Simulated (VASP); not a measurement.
Here is the system:

```xyz
6
Lattice="5.0031 0.0000 0.0000 0.0000 5.0031 0.0000 0.0000 0.0000 3.3547" Properties=species:S:1:pos:R:3 pbc="T T T"
Mn     0.0000     0.0000     0.0000
Mn     2.5016     2.5016     1.6774
F      1.5221     1.5221     3.3547
F      4.0237     0.9795     1.6774
F      0.9795     4.0237     1.6774
F      3.4810     3.4810     0.0000
```
Starting moments (μB, in the order of the record's atoms Mn Mn F F F F): 4.6 -4.6 0.0 0.0 0.0 0.0.

The numbers are results of revPBE GGA, VASP's PBE PAW potentials (set 64) (plane waves; VASP 6.6.1), not measurements. Settings: 520 eV cut-off, Gaussian smearing of 0.050 eV, potentials Mn_pv F.

Task: Give the spin-up energies of bands 18 to 31 at the high-symmetry points, in eV from the valence-band maximum.

Result: 
| band | Γ | Y | C0 | Z | A0 | T | S | R |
|---|---|---|---|---|---|---|---|---|
| 18 | -4.79 | -4.35 | -4.35 | -4.68 | -4.66 | -4.66 | -4.52 | -4.80 |
| 19 | -4.02 | -4.19 | -4.19 | -4.26 | -3.87 | -3.87 | -4.44 | -4.17 |
| 20 | -3.65 | -4.08 | -4.08 | -4.15 | -3.81 | -3.81 | -4.38 | -4.12 |
| 21 | -3.64 | -4.06 | -4.06 | -4.10 | -3.77 | -3.77 | -3.68 | -3.82 |
| 22 | -3.36 | -3.93 | -3.93 | -3.98 | -3.74 | -3.74 | -3.65 | -3.79 |
| 23 | -1.56 | -1.56 | -1.56 | -1.37 | -1.43 | -1.43 | -1.52 | -1.43 |
| 24 | -1.35 | -1.35 | -1.35 | -1.35 | -1.36 | -1.36 | -1.32 | -1.36 |
| 25 | -1.20 | -1.12 | -1.12 | -1.09 | -1.19 | -1.19 | -1.17 | -1.18 |
| 26 | -0.39 | -0.54 | -0.54 | -0.50 | -0.52 | -0.52 | -0.13 | -0.59 |
| 27 | -0.04 | -0.04 | -0.04 | -0.28 | -0.13 | -0.13 | 0.00 | -0.10 |
| 28 | 2.52 | 2.91 | 2.91 | 3.08 | 3.06 | 3.06 | 2.87 | 3.07 |
| 29 | 2.84 | 3.28 | 3.28 | 3.13 | 3.11 | 3.11 | 3.25 | 3.12 |
| 30 | 3.29 | 3.29 | 3.29 | 3.24 | 3.30 | 3.30 | 3.26 | 3.29 |
| 31 | 3.29 | 3.37 | 3.37 | 3.79 | 3.73 | 3.73 | 3.93 | 3.78 |

Task: Give the spin-down energies of bands 18 to 31 at the high-symmetry points, in eV from the valence-band maximum.

Result: 
| band | Γ | Y | C0 | Z | A0 | T | S | R |
|---|---|---|---|---|---|---|---|---|
| 18 | -4.79 | -4.35 | -4.35 | -4.68 | -4.66 | -4.66 | -4.52 | -4.80 |
| 19 | -4.02 | -4.19 | -4.19 | -4.26 | -3.87 | -3.87 | -4.44 | -4.17 |
| 20 | -3.65 | -4.08 | -4.08 | -4.15 | -3.81 | -3.81 | -4.38 | -4.12 |
| 21 | -3.64 | -4.06 | -4.06 | -4.10 | -3.77 | -3.77 | -3.68 | -3.82 |
| 22 | -3.36 | -3.93 | -3.93 | -3.98 | -3.74 | -3.74 | -3.65 | -3.79 |
| 23 | -1.56 | -1.56 | -1.56 | -1.37 | -1.43 | -1.43 | -1.52 | -1.43 |
| 24 | -1.35 | -1.35 | -1.35 | -1.35 | -1.36 | -1.36 | -1.32 | -1.36 |
| 25 | -1.20 | -1.12 | -1.12 | -1.09 | -1.19 | -1.19 | -1.17 | -1.18 |
| 26 | -0.39 | -0.54 | -0.54 | -0.50 | -0.52 | -0.52 | -0.13 | -0.59 |
| 27 | -0.04 | -0.04 | -0.04 | -0.28 | -0.13 | -0.13 | 0.00 | -0.10 |
| 28 | 2.52 | 2.91 | 2.91 | 3.08 | 3.06 | 3.06 | 2.87 | 3.07 |
| 29 | 2.84 | 3.28 | 3.28 | 3.13 | 3.11 | 3.11 | 3.25 | 3.12 |
| 30 | 3.29 | 3.29 | 3.29 | 3.24 | 3.30 | 3.30 | 3.26 | 3.29 |
| 31 | 3.29 | 3.37 | 3.37 | 3.79 | 3.73 | 3.73 | 3.93 | 3.78 |

The gap is indirect, 2.52 eV, from the valence maximum at S to the conduction minimum at Γ.

The compound is MnF2 in the rutile structure. It was relaxed first, which changed the volume by +7 %.
